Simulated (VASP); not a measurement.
These are vdW-DF-cx, VASP's PBE PAW potentials (set 64) (plane waves; VASP) values and carry that method's errors.

Input for VASP

File POSCAR:
```
PbS
1
    0.0000000000     2.9590222222     2.9590222222
    2.9590222222     0.0000000000     2.9590222222
    2.9590222222     2.9590222222    -0.0000000000
Pb S
1 1
Direct
  0.0000000000   0.0000000000   0.0000000000
  0.5000000000   0.5000000000   0.5000000000
```

KPOINTS:
```
Automatic mesh
0
Gamma
9 9 9
0 0 0
```

### INCAR
```
SYSTEM = PbS
PREC = Accurate; ENCUT = 520; LREAL = F
LASPH = T
EDIFF = 1E-7; NELM = 100; ALGO = Normal
LMAXMIX = 4
ISMEAR = -5
GGA = CX; LUSE_VDW = T; AGGAC = 0.0
ISIF = 2
LWAVE = F; LCHARG = T; LORBIT = 11
NEDOS = 601
```

POTCAR, in this order: Pb_d S (PBE.64 set). Program: vasp_std.

Output

File OSZICAR:
```
       N       E                     dE             d eps       ncg     rms          rms(c)
DAV:   1     0.163130218668E+03    0.16313E+03   -0.99401E+03   980   0.150E+03
DAV:   2     0.870051798095E+01   -0.15443E+03   -0.15142E+03  1040   0.362E+02
DAV:   3    -0.440637982045E+01   -0.13107E+02   -0.13046E+02  1328   0.107E+02
DAV:   4    -0.474719094800E+01   -0.34081E+00   -0.34055E+00  1126   0.198E+01
DAV:   5    -0.475822596152E+01   -0.11035E-01   -0.11035E-01  1388   0.349E+00    0.464E+00
DAV:   6    -0.433619705790E+01    0.42203E+00   -0.13157E+00  1480   0.928E+00    0.330E+00
DAV:   7    -0.433720673308E+01   -0.10097E-02   -0.12919E-01  1036   0.210E+00    0.183E+00
DAV:   8    -0.433984965145E+01   -0.26429E-02   -0.13192E-02  1076   0.146E+00    0.182E-01
DAV:   9    -0.433964514938E+01    0.20450E-03   -0.24338E-03  1542   0.495E-01    0.808E-02
DAV:  10    -0.433978542957E+01   -0.14028E-03   -0.27453E-04  1028   0.115E-01    0.421E-02
DAV:  11    -0.433979030998E+01   -0.48804E-05   -0.50289E-05  1260   0.875E-02    0.152E-02
DAV:  12    -0.433979096828E+01   -0.65830E-06   -0.31437E-06  1160   0.186E-02    0.267E-03
DAV:  13    -0.433979100141E+01   -0.33122E-07   -0.13681E-07   922   0.406E-03
   1 F= -.43397910E+01 E0= -.43397910E+01  d E =0.000000E+00
```

**OUTCAR**
```
------------------------ aborting loop because EDIFF is reached ----------------------------------------
  FORCE on cell =-STRESS in cart. coord.  units (eV):
  Direction    XX          YY          ZZ          XY          YZ          ZX
  --------------------------------------------------------------------------------------
  Total        0.0111035      0.0111035      0.0111035      0.0000000     -0.0000000      0.0000000
  in kB        0.3433163      0.3433163      0.3433163      0.0000000     -0.0000000      0.0000000
  external PRESSURE =       0.3433163 kB  Pullay stress =       0.0000000 kB
  volume of cell :       51.82
      direct lattice vectors                 reciprocal lattice vectors
     0.000000000  2.959022222  2.959022222    -0.168974736  0.168974736  0.168974736
     2.959022222  0.000000000  2.959022222     0.168974736 -0.168974736  0.168974736
     2.959022222  2.959022222  0.000000000     0.168974736  0.168974736 -0.168974736
  FREE ENERGIE OF THE ION-ELECTRON SYSTEM (eV)
  ---------------------------------------------------
  free  energy   TOTEN  =        -4.3397910014 eV

  energy  without entropy=       -4.3397910014  energy(sigma->0) =       -4.33979100

 total charge

# of ion       s       p       d       tot
------------------------------------------
    1        1.477   0.516   9.845  11.838
    2        1.351   2.326   0.000   3.676
--------------------------------------------------
tot          2.828   2.842   9.845  15.514
```
(Selected blocks of OUTCAR.)

The compound is PbS in the rock salt structure. It was relaxed first.
